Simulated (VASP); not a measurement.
The input files of a VASP run:

**INCAR**
```
SYSTEM  =  P
PREC  =  Accurate; ENCUT  =  480; LREAL  =  .FALSE.
LASPH  =  .TRUE.
EDIFF  =  1E-7; NELM  =  100; ALGO  =  Normal
ISMEAR  =  1; SIGMA  =  0.1
GGA  =  PS
ISIF  =  2
LWAVE  =  .FALSE.; LCHARG  =  .FALSE.
```

KPOINTS:
```
kpoints
0
Gamma
 8 8 12
0 0 0
```

### POSCAR
```
P
1
    4.3970646289     0.0000000044    -0.0000000000
   -2.1985318053     3.8079688550     0.0000000000
    0.0000000000     0.0000000000     2.4647171138
P
3
Direct
  0.0000000000   0.0000000000   0.0000000000
  0.3333330000   0.6666670000   0.5000000000
  0.6666670000   0.3333330000   0.5000000000
```

POTCAR, in this order: P (PBE.64 set). Program: vasp_std.

Write an equivalent input for Quantum ESPRESSO's pw.x.

One equivalent input (not run):
```
&CONTROL
  calculation = 'scf'
  pseudo_dir = './pseudo'
  outdir = './out'
  tprnfor = .true.
  tstress = .true.
/
&SYSTEM
  ibrav = 0
  nat = 3
  ntyp = 1
  ecutwfc = 44
  occupations = 'smearing'
  smearing = 'methfessel-paxton'
  degauss = 0.00735
  input_dft = 'pbesol'
/
&ELECTRONS
  conv_thr = 7.3e-09
  electron_maxstep = 100
/
ATOMIC_SPECIES
  P 30.974 P.upf
CELL_PARAMETERS angstrom
     4.3970646    0.0000000   -0.0000000
    -2.1985318    3.8079689    0.0000000
     0.0000000    0.0000000    2.4647171
ATOMIC_POSITIONS crystal
  P    0.0000000  0.0000000  0.0000000
  P    0.3333330  0.6666670  0.5000000
  P    0.6666670  0.3333330  0.5000000
K_POINTS automatic
  8 8 12 0 0 0
```
What does not carry over: the potentials are each code's own (VASP's PAW set, PseudoDojo norm-conserving files in pw.x), so ENCUT and ecutwfc are chosen apart and not converted; conv_thr bounds pw.x's estimated SCF error, while EDIFF bounds the energy change between steps.

The structure was generated: P was put into the omega type (P6/mmm), which need not be its known phase. It was relaxed first.
